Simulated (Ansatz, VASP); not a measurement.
**Cross-check of GaAs between VASP and Ansatz**

Aim: how closely do two programs agree when they are given the same cell, functional and k mesh? The cell is taken from a series of runs on this material, whose earlier steps may have relaxed, scaled, displaced or heated it; both programs get it as it stands.

Method: plane waves, with VASP 6.6.1 beside it; zone-centre phonons at PBE, in Ansatz 0.2.0.

**1. The starting structure**

It takes space group F-43m (No. 216, cubic). The conventional cell has a = 5.859 Å, b = 5.859 Å, c = 5.859 Å, α = 90.00°, β = 90.00°, γ = 90.00°. Nearest to Ga lie 4 As at 2.54 Å. Nearest to As lie 4 Ga at 2.54 Å. Farther neighbours are not listed.

**2. VASP: zone-centre phonons, PBE**

Second derivatives magnify differences that forces hide, and they need a tight electronic threshold.

Lines of VASP's logs that name or quote its potential files are left out, and so is its time.

File INCAR:

```
SYSTEM = GaAs
PREC = Accurate
ENCUT = 500
EDIFF = 1E-08
NELM = 120
ISMEAR = 0
SIGMA = 0.02
LREAL = .FALSE.
ALGO = Normal
GGA = PE
NBANDS = 15
LORBIT = 11
LWAVE = .FALSE.
LCHARG = .FALSE.
ISIF = 2
IBRION = 8
LASPH = .TRUE.
GGA_COMPAT = .FALSE.
KPAR = 2
```

File POSCAR:

```
GaAs
1.0
    0.0000000000      2.9292938259      2.9292938259
    2.9292938259      0.0000000000      2.9292938259
    2.9292938259      2.9292938259      0.0000000000
Ga As
1 1
Direct
    0.0000000000      0.0000000000      0.0000000000
    0.7500000000      0.7500000000      0.7500000000
```

File KPOINTS:

```
Automatic mesh
0
Gamma
12 12 12
0 0 0
```

The projector-augmented-wave data sets are Ga_d and As (PBE family, release 64).

On the command line:

```bash
$ mpirun -np 2 vasp_std
```

Numbers of over 12 decimals in the logs are rounded to 6 here.

The program printed:

```text
[banner, memory and clock lines left out]
running    2 mpi-ranks, on    1 nodes
 distrk:  each k-point on    1 cores,    2 groups
 distr:  one band on    1 cores,    1 groups

 POSCAR found type information on POSCAR GaAs
 POSCAR found :  2 types and       2 ions
 LDA part: xc-table for (Slater+PW92), standard interpolation
 POSCAR, INCAR and KPOINTS ok, starting setup
 FFT: planning ... GRIDC
 FFT: planning ... GRID_SOFT
 FFT: planning ... GRID
 WAVECAR not read
 entering main loop
       N       E                     dE             d eps       ncg     rms          rms(c)
DAV:   1     0.798874109140E+02    0.79887E+02   -0.88513E+03  2192   0.156E+03
DAV:   2    -0.206911059619E+01   -0.81957E+02   -0.78282E+02  2426   0.301E+02
DAV:   3    -0.828655216087E+01   -0.62174E+01   -0.61941E+01  2615   0.673E+01
DAV:   4    -0.838728634956E+01   -0.10073E+00   -0.10070E+00  2634   0.967E+00
DAV:   5    -0.838885264359E+01   -0.15663E-02   -0.15662E-02  2755   0.106E+00    0.260E+00
DAV:   6    -0.826207163866E+01    0.12678E+00   -0.22281E-01  3345   0.752E+00    0.154E+00
DAV:   7    -0.824852432657E+01    0.13547E-01   -0.52473E-02  2634   0.158E+00    0.546E-01
DAV:   8    -0.824950161242E+01   -0.97729E-03   -0.90306E-03  2699   0.110E+00    0.817E-02
DAV:   9    -0.824991090076E+01   -0.40929E-03   -0.93953E-04  2559   0.407E-01    0.546E-02
DAV:  10    -0.824997663234E+01   -0.65732E-04   -0.64689E-05  2759   0.696E-02    0.297E-02
DAV:  11    -0.825003435816E+01   -0.57726E-04   -0.88035E-05  2440   0.686E-02    0.468E-03
DAV:  12    -0.825003478422E+01   -0.42606E-06   -0.13914E-06  2762   0.143E-02    0.204E-03
DAV:  13    -0.825003528908E+01   -0.50487E-06   -0.54387E-07  2566   0.548E-03    0.562E-04
DAV:  14    -0.825003529865E+01   -0.95647E-08   -0.12555E-08  2261   0.122E-03
   1 F= -.82500353E+01 E0= -.82500264E+01  d E =-.178544E-04
 Linear response reoptimize wavefunctions to high precision
DAV:   1    -0.825003532231E+01   -0.23666E-07   -0.42990E-09  2525   0.545E-04
DAV:   2    -0.825003532233E+01   -0.10914E-10   -0.95498E-11  1850   0.752E-05
 Linear response DOF=           2
 Linear response progress:
  Degree of freedom:   1/  2
       N       E                     dE             d eps       ncg     rms          rms(c)
RMM:   1    -0.164253046707E+00   -0.16425E+00    0.59890E-02 10635   0.780E+00
RMM:   2    -0.163342082339E+00    0.91096E-03   -0.24955E-02 15994   0.130E+00    0.420E-02
RMM:   3    -0.163465146074E+00   -0.12306E-03   -0.34366E-03 16708   0.398E-01    0.263E-02
RMM:   4    -0.163255770139E+00    0.20938E-03   -0.15258E-03 17760   0.183E-01    0.875E-03
RMM:   5    -0.163252371001E+00    0.33991E-05   -0.80898E-05 17559   0.466E-02    0.381E-03
RMM:   6    -0.163263587157E+00   -0.11216E-04   -0.11220E-05 16937   0.189E-02    0.595E-04
RMM:   7    -0.163264748085E+00   -0.11609E-05   -0.10535E-05 17260   0.802E-03    0.322E-04
RMM:   8    -0.163268308973E+00   -0.35609E-05   -0.24978E-06 16814   0.357E-03    0.654E-05
RMM:   9    -0.163268732595E+00   -0.42362E-06   -0.18167E-06 17236   0.155E-03    0.333E-05
RMM:  10    -0.163269070862E+00   -0.33827E-06   -0.12168E-06 17445   0.746E-04    0.190E-05
RMM:  11    -0.163269273482E+00   -0.20262E-06   -0.23241E-07 16449   0.357E-04    0.857E-06
RMM:  12    -0.163269222942E+00    0.50540E-07   -0.31314E-07 17425   0.174E-04    0.360E-06
RMM:  13    -0.163269320534E+00   -0.97593E-07   -0.20536E-07 17406   0.901E-05    0.195E-06
RMM:  14    -0.163269268824E+00    0.51711E-07   -0.82319E-08 16797   0.478E-05    0.142E-06
RMM:  15    -0.163269294718E+00   -0.25895E-07   -0.76199E-08 16792   0.279E-05    0.341E-07
RMM:  16    -0.163269289712E+00    0.50068E-08   -0.32657E-08 13169   0.180E-05    0.427E-07
 first order change of Fermi-energy  -0.21145E-04
 force on displaced ion       1 direction 1 :  -7.017  -0.000  -0.000
 Linear response progress:
  Degree of freedom:   2/  2
       N       E                     dE             d eps       ncg     rms          rms(c)
RMM:   1    -0.442468491513E-01   -0.44247E-01    0.64847E-02 18460   0.134E+00
RMM:   2    -0.435786705472E-01    0.66818E-03   -0.33080E-03 14897   0.324E-01    0.742E-02
RMM:   3    -0.435770448159E-01    0.16257E-05   -0.25526E-04 16961   0.105E-01    0.424E-02
RMM:   4    -0.437982234958E-01   -0.22118E-03   -0.61616E-05 17006   0.498E-02    0.409E-03
RMM:   5    -0.438085139370E-01   -0.10290E-04   -0.67508E-06 17231   0.139E-02    0.222E-03
RMM:   6    -0.437966102966E-01    0.11904E-04   -0.65970E-07 16268   0.529E-03    0.363E-04
RMM:   7    -0.437964042111E-01    0.20609E-06   -0.60773E-08 17003   0.185E-03    0.146E-04
RMM:   8    -0.437963700050E-01    0.34206E-07   -0.34838E-08 16673   0.800E-04    0.460E-05
RMM:   9    -0.437962962971E-01    0.73708E-07   -0.14048E-08 16502   0.283E-04    0.798E-06
RMM:  10    -0.437962274576E-01    0.68839E-07   -0.50318E-10 16994   0.110E-04    0.367E-06
RMM:  11    -0.437962313063E-01   -0.38487E-08    0.18661E-10 16961   0.455E-05    0.183E-06
 first order change of Fermi-energy   0.30237E-03
 force on displaced ion       2 direction 1 :  -6.959  -0.000  -0.000
 Linear response finished
```

OUTCAR, selected parts (step 2):

```text
ion  position               nearest neighbor table
   1  0.000  0.000  0.000-   2 2.54   2 2.54   2 2.54   2 2.54
   2  0.750  0.750  0.750-   1 2.54   1 2.54   1 2.54   1 2.54

  LATTYP: Found a face centered cubic cell.
 ALAT       =     5.8585876518

 Subroutine GETGRP returns: Found 24 space group operations
 (whereof 24 operations were pure point group operations)

The static configuration has the point symmetry T_d .

 Found     72 irreducible k-points:

   k-points           NKPTS =     72   k-points in BZ     NKDIM =     72   number of bands    NBANDS=     15

   dimension x,y,z NGX =    30 NGY =   30 NGZ =   30
   dimension x,y,z NGXF=    60 NGYF=   60 NGZF=   60

   ENCUT  =  500.0 eV  36.75 Ry    6.06 a.u.   7.55  7.55  7.55*2*pi/ulx,y,z

   NELECT =      18.0000    total number of electrons

 k-points in reciprocal lattice and weights: Automatic mesh
   0.00000000  0.00000000  0.00000000       0.001
   0.08333333  0.00000000  0.00000000       0.005
   0.16666667  0.00000000  0.00000000       0.005
   0.25000000  0.00000000  0.00000000       0.005
   0.33333333  0.00000000  0.00000000       0.005
   0.41666667  0.00000000  0.00000000       0.005
   0.50000000  0.00000000  0.00000000       0.002
   0.08333333  0.08333333  0.00000000       0.003
   0.16666667  0.08333333  0.00000000       0.014
[...]
-0.33333333  0.50000000  0.16666667       0.007
  -0.25000000  0.50000000  0.25000000       0.003

 average (electrostatic) potential at core
       1 -67.2206       2 -51.2062

  Total       -0.9232020     -0.9232020     -0.9232020      0.0000000     -0.0000000      0.0000000
  in kB      -29.4231068    -29.4231068    -29.4231068      0.0000000     -0.0000000      0.0000000
  external PRESSURE =     -29.4231068 kB  Pullay stress =       0.0000000 kB

  energy-cutoff  :      500.00
  volume of cell :       50.27
      direct lattice vectors                 reciprocal lattice vectors
     0.000000000  2.929293826  2.929293826    -0.170689603  0.170689603  0.170689603
     2.929293826  0.000000000  2.929293826     0.170689603 -0.170689603  0.170689603
     2.929293826  2.929293826  0.000000000     0.170689603  0.170689603 -0.170689603

 POSITION                                       TOTAL-FORCE (eV/Angst)
 -----------------------------------------------------------------------------------
      0.00000      0.00000      0.00000         0.000000      0.000000      0.000000
      4.39394      4.39394      4.39394        -0.000000     -0.000000     -0.000000
 -----------------------------------------------------------------------------------
    total drift:                                0.000000      0.000000      0.000000

 Eigenvectors and eigenvalues of the dynamical matrix
 ----------------------------------------------------

   1 f  =    6.877299 THz    43.211345 2PiTHz  229.402005 cm-1    28.442211 meV
             X         Y         Z           dx          dy          dz
      0.000000  0.000000  0.000000    -0.721137    0.000000    0.000000
      4.393941  4.393941  4.393941     0.692793    0.000000    0.000000

   2 f  =    6.877299 THz    43.211345 2PiTHz  229.402005 cm-1    28.442211 meV
             X         Y         Z           dx          dy          dz
      0.000000  0.000000  0.000000     0.000000    0.000000   -0.721137
      4.393941  4.393941  4.393941     0.000000    0.000000    0.692793

   3 f  =    6.877299 THz    43.211345 2PiTHz  229.402005 cm-1    28.442211 meV
             X         Y         Z           dx          dy          dz
      0.000000  0.000000  0.000000     0.000000   -0.721137   -0.000000
      4.393941  4.393941  4.393941     0.000000    0.692793    0.000000

   4 f/i=    0.014221 THz     0.089352 2PiTHz    0.474353 cm-1     0.058812 meV
             X         Y         Z           dx          dy          dz
      0.000000  0.000000  0.000000     0.000000    0.667404   -0.185832
      4.393941  4.393941  4.393941     0.000000    0.694709   -0.193434

   5 f/i=    0.014221 THz     0.089352 2PiTHz    0.474353 cm-1     0.058812 meV
             X         Y         Z           dx          dy          dz
      0.000000  0.000000  0.000000    -0.692793    0.000000    0.000000
      4.393941  4.393941  4.393941    -0.721137    0.000000    0.000000

   6 f/i=    0.014221 THz     0.089352 2PiTHz    0.474353 cm-1     0.058812 meV
             X         Y         Z           dx          dy          dz
      0.000000  0.000000  0.000000     0.000000    0.185832    0.667404
      4.393941  4.393941  4.393941     0.000000    0.193434    0.694709

 ELASTIC MODULI CONTR FROM IONIC RELAXATION (kBar)
 Direction    XX          YY          ZZ          XY          YZ          ZX
 --------------------------------------------------------------------------------
 XX          -0.0000     -0.0000      0.0000     -0.0000      0.0000     -0.0000
 YY          -0.0000     -0.0000     -0.0000     -0.0000     -0.0000     -0.0000
 ZZ           0.0000     -0.0000     -0.0000      0.0000     -0.0000     -0.0000
 XY          -0.0000     -0.0000      0.0000    -85.5627      0.0000      0.0000
 YZ           0.0000     -0.0000     -0.0000      0.0000    -85.5627     -0.0000
 ZX          -0.0000     -0.0000     -0.0000      0.0000     -0.0000    -85.5627
 --------------------------------------------------------------------------------
```

**3. Ansatz: zone-centre phonons, PBE**

Ansatz runs on its PAW soft_1 files.

The same cell, functional, mesh and smearing now go to Ansatz, which takes its cutoff from its data sets.

File input.yaml:

```yaml
crystal:
  lattice:
    - [0.0, 2.9292938259, 2.9292938259]
    - [2.9292938259, 0.0, 2.9292938259]
    - [2.9292938259, 2.9292938259, 0.0]
  atoms:
    - { symbol: Ga, position: [0.0, 0.0, 0.0] }
    - { symbol: As, position: [0.75, 0.75, 0.75] }
kpoints:
  mp_grid: { grid: [12, 12, 12] }
hamiltonian:
  xc: pbe
  pseudopotentials: { kind: paw, azcp: { folder: soft_1 } }
scf:
  occupations: { method: gaussian, width: 0.02 }
output:
  eigenvalues: true
phonons:
  method: dfpt
```

On the command line:

```bash
$ ansatz run input.yaml --threads 4 --pin off --max-ram 10240MiB --backend cpu --events-out ev --progress --plain --runs-dir out
```

The program printed:

```text
zone centre: on kpoints.mp_grid the ground state, and the responses unless they are solved on pairs of k-points, stand on 163 of the mesh's 1728 k-points, reduced under 8 symmetry operations, with k and −k counted as one. Each operation leaves every solved displacement unchanged or reverses it
Engine: ansatz 0.2.0, aarch64-unknown-linux-gnu
Pseudopotentials: kind: paw
Pseudopotential: Ga, paw, valence charge 13, recommended cutoff 420 eV (normal), soft_1/Ga.paw.azcp
Pseudopotential: As, paw, valence charge 15, recommended cutoff 420 eV (normal), soft_1/As.paw.azcp
Functional definition: PBE
  parameter kappa = 0.804
  parameter beta = 0.066725
  exchange = pbe_x(kappa = kappa, mu = beta*pi^2/3)
  correlation = pbe_c(beta = beta)
Crystal: 2 atoms, lattice volume = 50.271 Å³
Basis set: ecut = 420 eV, 941 PW (Γ), exchange–correlation on 60×60×60 points (8 copies of the dense FFT grid, shifted against one another)
Bands: 18, of which v1, the nominal top of the filled ones, is band 14 counted from 1 (13 counted from 0)
Symmetry: 24 space group operations
k-points: 163 of 1728 (irreducible under 8 space group operations, time reversal used)
Non-local potential: Ga, projectors of the file, l = 0: 2, l = 1: 2, l = 2: 3, l = 3: 1
Non-local potential: As, projectors of the file, l = 0: 2, l = 1: 2, l = 2: 3, l = 3: 1
PAW form: soft (Blöchl's): semilocal exchange-correlation on the pseudo side does not see the compensation charge
PAW one-centre angular grid: Ga, 590 points (default); XC on 64 Gauss nodes
PAW one-centre angular grid: As, 590 points (default); XC on 64 Gauss nodes
Initial density: superposition of atomic densities (chi_scale 0.1, normalization cell, long waves kept (reshape's long-wave potential 0.00 eV rms))
Initial wavefunctions: pseudopotential atomic-orbital guess
Functional: x = pbe(κ = 0.804, μ = 0.219515), c = pbe(β = 0.066725)
SCF iter   1: F=—  HF=-8639.922605 eV  |F-HF|=—  |Δ(HF+E_count)|=         —  Δρ=4.00e-2  dr2=4.37e-1  ethr=3.10e-3  ⟨swp⟩=6.0  Hψ=13747  notcnv=0
preconditioner: auto → none  [insulator: Δε(μ)=0.757 eV  Ē_g=15.254 eV  σ=0.020 eV  W_gap=0.67  n_scr=14 (ndim 8)  ℏωp=22.2 eV  f_vac=0.014  D(μ)=0.09/eV (n_scr^D=0)  ε∞_Penn≈3.1]
SCF iter   2: F=—  HF=-8639.858316 eV  |F-HF|=—  |Δ(HF+E_count)|=   6.43e-2  Δρ=1.70e-2  dr2=8.18e-2  ethr=1.56e-3  ⟨swp⟩=2.0  Hψ=4889  notcnv=0
SCF iter   3: F=—  HF=-8639.854758 eV  |F-HF|=—  |Δ(HF+E_count)|=   3.56e-3  Δρ=6.13e-3  dr2=1.38e-2  ethr=2.92e-4  ⟨swp⟩=2.0  Hψ=5053  notcnv=0
SCF iter   4: F=—  HF=-8639.844355 eV  |F-HF|=—  |Δ(HF+E_count)|=   1.04e-2  Δρ=8.04e-4  dr2=1.08e-4  ethr=4.93e-5  ⟨swp⟩=3.0  Hψ=5449  notcnv=0
SCF iter   5: F=—  HF=-8639.844438 eV  |F-HF|=—  |Δ(HF+E_count)|=   8.37e-5  Δρ=2.40e-4  dr2=2.19e-5  ethr=3.87e-7  ⟨swp⟩=2.1  Hψ=5198  notcnv=0
SCF iter   6: F=—  HF=-8639.844439 eV  |F-HF|=—  |Δ(HF+E_count)|=   1.86e-7  Δρ=6.41e-5  dr2=1.35e-6  ethr=7.83e-8  ⟨swp⟩=2.0  Hψ=5217  notcnv=0
SCF iter   7: F=—  HF=-8639.844439 eV  |F-HF|=—  |Δ(HF+E_count)|=   3.40e-7  Δρ=1.27e-5  dr2=5.16e-8  ethr=4.82e-9  ⟨swp⟩=2.0  Hψ=5217  notcnv=0
SCF iter   8: F=—  HF=-8639.844439 eV  |F-HF|=—  |Δ(HF+E_count)|=   6.23e-8  Δρ=2.53e-6  dr2=2.21e-9  ethr=1.84e-10  ⟨swp⟩=2.0  Hψ=5217  notcnv=0
SCF iter   9: F=—  HF=-8639.844439 eV  |F-HF|=—  |Δ(HF+E_count)|=  2.44e-10  Δρ=4.92e-7  dr2=1.09e-10  ethr=7.88e-12  ⟨swp⟩=2.0  Hψ=5217  notcnv=0
SCF iter  10: F=-8639.844439 eV  HF=-8639.844439 eV  |F-HF|=1.82e-12  |Δ(HF+E_count)|=  4.27e-10  Δρ=1.94e-8  dr2=1.81e-13  ethr=1.00e-12  ⟨swp⟩=6.0  Hψ=13293  notcnv=0
SCF 1 converged in 10 iterations: F = -8639.844439 eV  dr2 = 1.81e-13
  greatest PAW one-centre occupation: 0.999 electrons in one spin orbital (limit 2), on the As atom at site 1 (counted from 0), in its partial waves of l = 2
DFPT response loops at Γ: preconditioner auto → Kerker (q_TF=auto, 2.475 Å⁻¹) (partly filled bands, converged f_vac=0.112); β = 1.00, the filter's whole step (`scf.mixing.beta` (0.50) is not read by the response loops under this deck's `scf.mixing.preconditioner`; to damp them name `kerker` or `kerker_dos`, under which they read `scf.mixing.beta`, and type it under 1.00, their step now; both keys bind the ground state too); Broyden in place of MSR1
SCF converged after 10 iterations
Free energy (F): -8639.844439 eV
Harris-Foulkes:  -8639.844439 eV  (|F-HF|=1.82e-12)
Internal energy: -8639.844421 eV  (E = F + TS)
E sigma→0 (E₀):  -8639.844430 eV
Entropy (-TS):   -0.000018 eV (-0.009 meV/atom)
Fermi energy:    6.583900 eV
--- Per-component energies (eV) ---
  E_band       = -351.882786
  E_kinetic    = 207.157479
  E_local      = -3811.988722  (includes V_loc(G=0)·N_el)
  E_nonlocal   = -486.760479
  E_hartree    = 2193.121758
  E_xc         = -132.621570
  E_vxc        = -128.216678  (∫ρ·V_xc dr)
  E_paw        = -4004.405305  (= ΣΔE_a)
  E_vpaw       = -518.317677  (= ΣTr[D̂ρ^β])
  E_aug_tail   = -0.000221  (compensation charges beyond the density's cutoff)
  E_ewald      = -2604.347360
  E_smearing   = -0.000018  (= −TS)
  E_closure    = 0.000000  (closes the sum)
  Σ components = -8639.844439   (vs F -8639.844439, Δ=0.00e0)
--- Band table (eV; the first three rows and the last of 163) ---
  k-point 0: bands = [... 10 lower, -5.4350, 6.3285, 6.5778, 6.5778, 6.5778, 10.2803, 10.2803, 10.2803]
  k-point 1: bands = [... 10 lower, -5.3653, 5.1859, 6.4829, 6.4829, 7.4295, 10.3764, 10.4262, 10.4262]
  k-point 2: bands = [... 10 lower, -5.1627, 3.8705, 6.2556, 6.2556, 7.7905, 10.7610, 10.7610, 10.9577]
  k-point 162: bands = [... 10 lower, -3.3417, 0.3822, 3.5212, 3.7095, 10.7009, 11.2387, 11.6501, 12.5740]
--- Phonons (Γ-DFPT): 2 representative perturbations + reference, on 163 of 1728 k-points (Σ response iterations 6) ---
  k mesh reduced under 8 symmetry operations, with k and −k counted as one. Each operation leaves every solved displacement unchanged or reverses it
  ASR residual: 9.959e-6 → 0.000e0 eV/Å²; symmetrization residual: 3.605e-6 eV/Å²
  ASR residual per site (eV/Å²): 5.96e-6 9.96e-6
  Γ frequencies (cm⁻¹): 0.00 0.00 0.00 226.76 226.76 226.76
  non-analytic LO–TO correction: not included (Born effective charges unavailable; polar crystals: no LO–TO splitting at Γ)
```

**4. Differences**

Known differences besides the potentials themselves: the data sets hold 28 valence electrons in Ansatz (on its PAW soft_1 files) and 18 in VASP; the cutoff is 420 eV in Ansatz and 500 eV in VASP. Total energies have different zeros and are not compared.

Both answers:

```csv
quantity,Ansatz,VASP,difference
optical mode 1 to 3 (cm⁻¹),226.8,229.4,-1.15 %
```

Modes are paired by rising frequency, not by their patterns, so a pair may set unlike modes beside each other; they are those without the splitting of longitudinal modes.

**5. Results**

* r.m.s. difference of the optical zone-centre modes, each program's sorted by frequency (zone-centre phonons, PBE): 2.6 cm⁻¹
* difference in optical mode 1 to 3 (zone-centre phonons, PBE): -1.2 %

The r.m.s. difference of the optical zone-centre modes, each program's sorted by frequency is 2.6 cm⁻¹ (zone-centre phonons, PBE). The data sets hold unlike numbers of valence electrons (28 in Ansatz and 18 in VASP), so part of the differences comes from the potentials. Among the rows given in per cent, the largest difference of the zone-centre phonons, PBE pair is in optical mode 1 to 3, -1.2 %. How closely two codes agree says nothing of how well the functional describes the real material.

[Lines on the potential files, build, host, timing and source positions are cut from VASP's logs without a mark.]

[Logs are printed without paths, hosts, clocks, repeated set-up lines and the standing remarks that a program may print on its own settings, such as how far it seeks lower states.]

[Hosts, paths, dates, database ids (printed as entryN), source tags and the programs' standing remarks are cut or masked in the printed files.]
